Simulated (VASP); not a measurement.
Given:

```
NiSb
1.0
    3.91374     0.00000     0.00000
   -1.95687     3.38940     0.00000
    0.00000     0.00000     5.07243
Ni Sb
2 2
Cartesian
  1.95687   3.38940   5.07243
  1.95687   3.38940   2.53621
  0.00000   2.25960   1.26811
  1.95687   1.12980   3.80432
```

The numbers are results of PBEsol GGA, VASP's PBE PAW potentials (set 64) (plane waves; VASP), not measurements. Settings: 400 eV cut-off, Gaussian smearing of 0.050 eV, potentials Ni Sb.

Unless said otherwise, spin-orbit coupling is left out, though it shifts the bands of the heavy elements here.

Task: What does the run give for the band gap (along the path) with the smallest direct gap where there is one?

Result: 
```yaml
band gap (along the path): none (metal, semimetal or under 0.01 eV)
```

Only differences to runs with the same potentials and settings are physical.

The structure was generated: NiSb was put into the NiAs type type (P6_3/mmc), which need not be its known phase. It was relaxed first, which changed the volume by -24 %. The run is not spin-polarised, so no magnetic state was tried.
